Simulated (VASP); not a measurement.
OSZICAR of a VASP run on Sc₃TiN₄ (ordered alloy cell):

**OSZICAR**
```
       N       E                     dE             d eps       ncg     rms          rms(c)
DAV:   1     0.112610672566E+04    0.11261E+04   -0.29915E+04  7972   0.194E+03
DAV:   2     0.963485836799E+02   -0.10298E+04   -0.10134E+04  9332   0.728E+02
DAV:   3    -0.813507840544E+02   -0.17770E+03   -0.16963E+03 12840   0.290E+02
DAV:   4    -0.971827725814E+02   -0.15832E+02   -0.15679E+02 13624   0.876E+01
DAV:   5    -0.978398552008E+02   -0.65708E+00   -0.65588E+00 13832   0.206E+01    0.335E+01
DAV:   6    -0.800106439383E+02    0.17829E+02   -0.13830E+02 12928   0.755E+01    0.160E+01
DAV:   7    -0.798250020167E+02    0.18564E+00   -0.34991E+01 12720   0.387E+01    0.112E+01
DAV:   8    -0.788899241333E+02    0.93508E+00   -0.62524E+00 12136   0.160E+01    0.567E+00
DAV:   9    -0.789015741904E+02   -0.11650E-01   -0.16128E+00 13952   0.928E+00    0.310E+00
DAV:  10    -0.787986846502E+02    0.10289E+00   -0.81942E-01 10892   0.604E+00    0.900E-01
DAV:  11    -0.788037238319E+02   -0.50392E-02   -0.76029E-02 12696   0.222E+00    0.496E-01
DAV:  12    -0.787997465272E+02    0.39773E-02   -0.15970E-02 12104   0.875E-01    0.172E-01
DAV:  13    -0.787997625737E+02   -0.16046E-04   -0.13978E-03 14936   0.231E-01    0.798E-02
DAV:  14    -0.787997903844E+02   -0.27811E-04   -0.15702E-04 12248   0.932E-02    0.274E-02
DAV:  15    -0.787997865917E+02    0.37928E-05   -0.37632E-05 13256   0.326E-02    0.106E-02
DAV:  16    -0.787997874176E+02   -0.82598E-06   -0.15137E-05 11216   0.238E-02    0.822E-03
DAV:  17    -0.787997864421E+02    0.97552E-06   -0.64909E-06 10128   0.168E-02
   1 F= -.78799786E+02 E0= -.78799701E+02  d E =-.787998E+02
       N       E                     dE             d eps       ncg     rms          rms(c)
DAV:   1    -0.788041760172E+02   -0.43886E-02   -0.42951E-01 12760   0.876E+00    0.710E-01
DAV:   2    -0.788013540671E+02    0.28220E-02   -0.39019E-02 11238   0.164E+00    0.262E-01
DAV:   3    -0.788005891323E+02    0.76493E-03   -0.10626E-02 14514   0.742E-01    0.182E-01
DAV:   4    -0.788000492597E+02    0.53987E-03   -0.30798E-03 12392   0.380E-01    0.527E-02
DAV:   5    -0.788000851621E+02   -0.35902E-04   -0.53847E-04 14968   0.153E-01    0.482E-02
DAV:   6    -0.788000964169E+02   -0.11255E-04   -0.26732E-05 13800   0.353E-02    0.309E-02
DAV:   7    -0.788001126894E+02   -0.16273E-04   -0.32210E-05 12931   0.329E-02    0.911E-03
DAV:   8    -0.788001152095E+02   -0.25201E-05   -0.58469E-06 11880   0.149E-02    0.429E-03
DAV:   9    -0.788001153834E+02   -0.17387E-06   -0.49854E-07  5985   0.662E-03
   2 F= -.78800115E+02 E0= -.78800038E+02  d E =-.328941E-03
       N       E                     dE             d eps       ncg     rms          rms(c)
DAV:   1    -0.788009265955E+02   -0.81139E-03   -0.63380E-02 12709   0.335E+00    0.273E-01
DAV:   2    -0.788005150000E+02    0.41160E-03   -0.58259E-03 11307   0.634E-01    0.101E-01
DAV:   3    -0.788003977330E+02    0.11727E-03   -0.16073E-03 14523   0.288E-01    0.709E-02
DAV:   4    -0.788003153381E+02    0.82395E-04   -0.46488E-04 12280   0.147E-01    0.201E-02
DAV:   5    -0.788003189694E+02   -0.36313E-05   -0.81898E-05 13921   0.597E-02    0.186E-02
DAV:   6    -0.788003193698E+02   -0.40038E-06   -0.35209E-06  9139   0.146E-02
   3 F= -.78800319E+02 E0= -.78800245E+02  d E =-.532928E-03
       N       E                     dE             d eps       ncg     rms          rms(c)
DAV:   1    -0.788003223608E+02   -0.33914E-05   -0.48683E-04 12309   0.298E-01    0.226E-02
DAV:   2    -0.788003193443E+02    0.30165E-05   -0.42321E-05 10981   0.553E-02    0.829E-03
DAV:   3    -0.788003183787E+02    0.96561E-06   -0.10772E-05 11465   0.248E-02    0.532E-03
DAV:   4    -0.788003178064E+02    0.57228E-06   -0.33055E-06  8025   0.164E-02
   4 F= -.78800318E+02 E0= -.78800244E+02  d E =-.531364E-03
       N       E                     dE             d eps       ncg     rms          rms(c)
DAV:   1    -0.788003203635E+02   -0.19848E-05   -0.11504E-04 13439   0.141E-01    0.132E-02
DAV:   2    -0.788003192718E+02    0.10918E-05   -0.12019E-05 11066   0.286E-02    0.509E-03
DAV:   3    -0.788003189524E+02    0.31940E-06   -0.31179E-06  7018   0.143E-02
   5 F= -.78800319E+02 E0= -.78800245E+02  d E =-.532510E-03
       N       E                     dE             d eps       ncg     rms          rms(c)
DAV:   1    -0.788004805310E+02   -0.16126E-03   -0.45028E-02 12426   0.285E+00    0.155E-01
DAV:   2    -0.788004828314E+02   -0.23004E-05   -0.31659E-03 10036   0.442E-01    0.621E-02
DAV:   3    -0.788004482656E+02    0.34566E-04   -0.61236E-04 14376   0.187E-01    0.407E-02
DAV:   4    -0.788004205062E+02    0.27759E-04   -0.15279E-04 12600   0.886E-02    0.116E-02
DAV:   5    -0.788004212477E+02   -0.74153E-06   -0.24393E-05 12837   0.319E-02    0.101E-02
DAV:   6    -0.788004210866E+02    0.16115E-06   -0.88313E-07  6206   0.971E-03
   6 F= -.78800421E+02 E0= -.78800343E+02  d E =-.102134E-03
```

Q: Which electronic solver shows in the log?

A: It is blocked Davidson (ALGO = Normal, or the opening steps of other solvers). The INCAR had ALGO = Normal.

Q: Can the final energy be trusted as converged?

A: Self-consistency was reached. It stopped with EDIFF = 1E-6, NELM = 100, NSW = 60 and EDIFFG = -0.02 after 6 ionic steps (PBEsol GGA, plane waves, VASP's PBE PAW potentials (set 64)).

The structure was generated: Sc3TiN4 was put into an ordered model structure (R-3m), which need not be its known phase. This run relaxes it. Symmetry was kept, so distortions that lower it aren't found. The start is the result of an earlier pass. The electron count is odd and the run is not spin-polarised, which forces a metal.
